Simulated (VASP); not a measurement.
```cif
data_Nb
_chemical_formula_sum 'Nb1'
_space_group_name_H-M_alt 'P 1'
_space_group_IT_number 1
_cell_length_a 2.82562
_cell_length_b 2.82562
_cell_length_c 2.82562
_cell_angle_alpha 109.471
_cell_angle_beta 109.471
_cell_angle_gamma 109.471
loop_
_space_group_symop_operation_xyz
  'x, y, z'
loop_
_atom_site_label
_atom_site_type_symbol
_atom_site_fract_x
_atom_site_fract_y
_atom_site_fract_z
_atom_site_occupancy
Nb1 Nb 0.00000 0.00000 0.00000 1
```

These are PBE GGA with D3 dispersion (Becke-Johnson damping), VASP's PBE PAW potentials (set 64) (plane waves; VASP) values and carry that method's errors. Numerical set-up: 520 eV cut-off, 16×16×16 Γ-centred mesh, first-order Methfessel-Paxton smearing of 0.10 eV, potentials Nb_sv.

Q: Give the energy at these volumes per atom, relative to the lowest: 16.34, 16.87, 17.39, 17.91, 18.43 Å³.

A: 39.3, 8.9, 0.0, 9.2, 33.6 meV/atom. A third-order Birch-Murnaghan fit gives B0 = 186 GPa and B0′ = 4.8.

Measured: bulk modulus 173 GPa at 0 K (computed value off by +7.2 %), as given by Daniel Mejia-Rodriguez et al., Physical Review B (2018), arXiv:1807.09216 [0 K value with the zero-point phonon effect removed]; a 3.294 Å at 0 K (computed value off by -0.9 %), as given by Daniel Mejia-Rodriguez et al., Physical Review B (2018), arXiv:1807.09216 [static lattice: zero-point anharmonic expansion removed].

The compound is Nb in the bcc structure. It was relaxed first.
